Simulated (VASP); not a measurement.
These are modified Becke-Johnson potential (mBJ), VASP's PBE PAW potentials (set 64) (plane waves; VASP) values and carry that method's errors.

The input files of a VASP run:

**POSCAR**
```
LiF
2.0277430
  0.0000000000   1.0000000569   1.0000000569
  1.0000000569   0.0000000000   1.0000000569
  1.0000000569   1.0000000569   0.0000000000
Li F
1 1
Cart
  0.0000000000   0.0000000000   0.0000000000
  1.0000000569   1.0000000569   1.0000000569
```

File KPOINTS_OPT:
```
k-points along high-symmetry lines
11
Line-mode
Reciprocal
  0.000000   0.000000   0.000000 ! GAMMA
  0.500000   0.000000   0.500000 ! X

  0.500000   0.000000   0.500000 ! X
  0.625000   0.250000   0.625000 ! U

  0.375000   0.375000   0.750000 ! K
  0.000000   0.000000   0.000000 ! GAMMA

  0.000000   0.000000   0.000000 ! GAMMA
  0.500000   0.500000   0.500000 ! L

  0.500000   0.500000   0.500000 ! L
  0.500000   0.250000   0.750000 ! W

  0.500000   0.250000   0.750000 ! W
  0.500000   0.000000   0.500000 ! X
```

File KPOINTS:
```
Automatic mesh
0
Gamma
8 8 8
0 0 0
```

### INCAR
```
! general
SYSTEM =LiF
PREC   =Accurate
ENCUT  =520
LREAL  =F
LASPH  =T

! electronic loop
EDIFF  =1E-6   ! SCF stop (eV)
NELM   =200
ALGO   =Normal
LMIXTAU=T

! smearing
ISMEAR =0   ! Gaussian
SIGMA  =0.05   ! width (eV)

! functional
METAGGA=MBJ

! ions
ISIF   =0

! output
LWAVE  =F
LCHARG =F
```

POTCAR, in this order: Li_sv F (PBE.64 set). Program: vasp_std. Read from the step before: WAVECAR.

Output of the run:

### OUTCAR
```
 ion  position               nearest neighbor table
   1  0.000  0.000  0.000-   2 2.03   2 2.03   2 2.03   2 2.03   2 2.03   2 2.03
   2  0.500  0.500  0.500-   1 2.03   1 2.03   1 2.03   1 2.03   1 2.03   1 2.03
  LATTYP: Found a face centered cubic cell.
 ALAT       =     4.0554862306
 Subroutine PRICEL returns:
 Original cell was already a primitive cell.
 Subroutine GETGRP returns: Found 48 space group operations
The static configuration has the point symmetry O_h .
The dynamic configuration has the point symmetry O_h .
 Subroutine INISYM returns: Found 48 space group operations
 Subroutine IBZKPT returns following result:
 Found     29 irreducible k-points:

 Following reciprocal coordinates:
            Coordinates               Weight
  0.000000  0.000000  0.000000      1.000000
  0.125000  0.000000  0.000000      8.000000
  0.250000  0.000000  0.000000      8.000000
  0.375000  0.000000  0.000000      8.000000
  0.500000  0.000000  0.000000      4.000000
  0.125000  0.125000  0.000000      6.000000
  0.250000  0.125000  0.000000     24.000000
  0.375000  0.125000  0.000000     24.000000
  0.500000  0.125000  0.000000     24.000000
 -0.375000  0.125000  0.000000     24.000000
 -0.250000  0.125000  0.000000     24.000000
 -0.125000  0.125000  0.000000     12.000000
  0.250000  0.250000  0.000000      6.000000
  0.375000  0.250000  0.000000     24.000000
  0.500000  0.250000  0.000000     24.000000
 -0.375000  0.250000  0.000000     24.000000
 -0.250000  0.250000  0.000000     12.000000
  0.375000  0.375000  0.000000      6.000000
  0.500000  0.375000  0.000000     24.000000
 -0.375000  0.375000  0.000000     12.000000
  0.500000  0.500000  0.000000      3.000000
  0.375000  0.250000  0.125000     24.000000
  0.500000  0.250000  0.125000     48.000000
 -0.375000  0.250000  0.125000     24.000000
...
```

OSZICAR:
```
       N       E                     dE             d eps       ncg     rms          rms(c)
DAV:   1     0.836029588681E+01    0.83603E+01   -0.11217E+00   522   0.148E+01    0.730E-01
DAV:   2     0.738088686276E+01   -0.97941E+00   -0.81261E+00   802   0.269E+01    0.279E+00
DAV:   3     0.727196689227E+01   -0.10892E+00   -0.15626E-01   604   0.481E+00    0.298E+00
DAV:   4     0.699360252388E+01   -0.27836E+00   -0.49482E-02   539   0.266E+00    0.303E+00
DAV:   5     0.786901447166E+01    0.87541E+00   -0.25136E-01   752   0.527E+00    0.243E+00
DAV:   6     0.106136031519E+02    0.27446E+01   -0.59675E-01   597   0.761E+00    0.322E+00
DAV:   7     0.977182530074E+01   -0.84178E+00   -0.56507E-01   548   0.776E+00    0.303E+00
DAV:   8     0.957509890122E+01   -0.19673E+00   -0.97835E-02   564   0.343E+00    0.263E+00
DAV:   9     0.939157794063E+01   -0.18352E+00   -0.71627E-02   562   0.234E+00    0.211E+00
DAV:  10     0.952375275154E+01    0.13217E+00   -0.45844E-02   614   0.182E+00    0.156E+00
DAV:  11     0.102592235938E+02    0.73547E+00   -0.14553E-02   564   0.129E+00    0.102E+00
DAV:  12     0.104493514404E+02    0.19013E+00   -0.15093E-02   564   0.162E+00    0.895E-01
DAV:  13     0.107326937827E+02    0.28334E+00   -0.21134E-02   522   0.145E+00    0.417E-01
DAV:  14     0.109271391928E+02    0.19445E+00   -0.18421E-03   538   0.543E-01    0.278E-01
DAV:  15     0.109651013259E+02    0.37962E-01   -0.14607E-03   556   0.521E-01    0.210E-01
DAV:  16     0.111072779772E+02    0.14218E+00   -0.35523E-04   526   0.208E-01    0.115E-01
DAV:  17     0.111664502132E+02    0.59172E-01   -0.63747E-04   524   0.300E-01    0.709E-02
DAV:  18     0.112201106023E+02    0.53660E-01   -0.36212E-04   532   0.218E-01    0.223E-02
DAV:  19     0.112353093983E+02    0.15199E-01   -0.86382E-05   695   0.110E-01    0.130E-02
DAV:  20     0.112275484865E+02   -0.77609E-02   -0.24690E-05   542   0.585E-02    0.220E-03
DAV:  21     0.112260461647E+02   -0.15023E-02   -0.39263E-06   678   0.229E-02    0.193E-03
DAV:  22     0.112237168919E+02   -0.23293E-02   -0.38749E-07   465   0.779E-03    0.882E-04
DAV:  23     0.112226592774E+02   -0.10576E-02   -0.19076E-07   279   0.673E-03    0.117E-04
DAV:  24     0.112222545947E+02   -0.40468E-03   -0.59677E-08   261   0.292E-03    0.295E-04
DAV:  25     0.112225094956E+02    0.25490E-03   -0.21246E-08   261   0.153E-03    0.496E-05
DAV:  26     0.112224407016E+02   -0.68794E-04   -0.43785E-09   261   0.695E-04    0.488E-05
DAV:  27     0.112225468953E+02    0.10619E-03   -0.71989E-10   261   0.405E-04    0.423E-05
DAV:  28     0.112225670578E+02    0.20162E-04   -0.60384E-10   261   0.296E-04    0.429E-05
DAV:  29     0.112225538172E+02   -0.13241E-04   -0.18967E-10   261   0.157E-04    0.257E-05
DAV:  30     0.112225426247E+02   -0.11192E-04   -0.57410E-11   261   0.931E-05    0.125E-05
DAV:  31     0.112225306076E+02   -0.12017E-04   -0.13253E-11   261   0.544E-05    0.243E-06
DAV:  32     0.112225285967E+02   -0.20108E-05   -0.10584E-11   261   0.400E-05    0.237E-06
DAV:  33     0.112225254267E+02   -0.31700E-05   -0.11857E-12   261   0.169E-05    0.490E-07
DAV:  34     0.112225248358E+02   -0.59091E-06   -0.15258E-12   261   0.102E-05
   1 F= 0.11222525E+02 E0= 0.11222525E+02  d E =-.244996E-14
       N       E                     dE             ncg
       N       E                     dE             ncg
       N       E                     dE             ncg
```

File OUTCAR:
```
------------------------ aborting loop because EDIFF is reached ----------------------------------------
  volume of cell :       16.68
      direct lattice vectors                 reciprocal lattice vectors
     0.000000000  2.027743115  2.027743115    -0.246579557  0.246579557  0.246579557
     2.027743115  0.000000000  2.027743115     0.246579557 -0.246579557  0.246579557
     2.027743115  2.027743115  0.000000000     0.246579557  0.246579557 -0.246579557
  FREE ENERGIE OF THE ION-ELECTRON SYSTEM (eV)
  ---------------------------------------------------
  free  energy   TOTEN  =        11.2225248358 eV

  energy  without entropy=       11.2225248358  energy(sigma->0) =       11.22252484

     CMBJ =    1.0000

     CMBJA=   -0.0120

     CMBJB=    1.0230

     CMBJE=    0.5000

    CMBJ =    1.5532
```
(Selected blocks of OUTCAR.)

**OUTCAR**
```
 val. band max:        0.5917125374   @ k =   0.0000   0.0000   0.0000

 cond. band min:      12.9959533633   @ k =   0.0000   0.0000   0.0000


 Fermi energy:         0.8413715502

 k-point     1 :       0.0000    0.0000    0.0000
  band No.  band energies     occupation
      1     -43.8309      2.00000
      2     -21.3727      2.00000
      3       0.5915      2.00000
      4       0.5915      2.00000
      5       0.5917      2.00000
      6      12.9960      0.00000
      7      27.9985      0.00000
      8      27.9985      0.00000
      9      27.9991      0.00000

 k-point     2 :       0.1250    0.0000    0.0000
  band No.  band energies     occupation
      1     -43.8270      2.00000
      2     -21.3323      2.00000
      3       0.2771      2.00000
      4       0.5615      2.00000
      5       0.5617      2.00000
      6      13.4639      0.00000
      7      25.1182      0.00000
      8      27.1837      0.00000
      9      27.1840      0.00000

 k-point     3 :       0.2500    0.0000    0.0000
  band No.  band energies     occupation
      1     -43.8187      2.00000
      2     -21.2287      2.00000
      3      -0.4245      2.00000
      4       0.4891      2.00000
      5       0.4894      2.00000
      6      14.4635      0.00000
      7      22.4351      0.00000
      8      25.5030      0.00000
      9      25.5034      0.00000

 k-point     4 :       0.3750    0.0000    0.0000
  band No.  band energies     occupation
      1     -43.8096      2.00000
      2     -21.1174      2.00000
      3      -1.0642      2.00000
      4       0.4192      2.00000
      5       0.4195      2.00000
      6      15.2579      0.00000
      7      21.1275      0.00000
      8      24.2858      0.00000
      9      24.2862      0.00000

 k-point     5 :       0.5000    0.0000    0.0000
  band No.  band energies     occupation
      1     -43.8069      2.00000
      2     -21.0751      2.00000
      3      -1.3178      2.00000
...
```

mBJ is a potential without an energy functional, so only the levels count.

The compound is LiF in the rock salt structure. It was relaxed first. The cell's shape comes from a PBE relaxation.
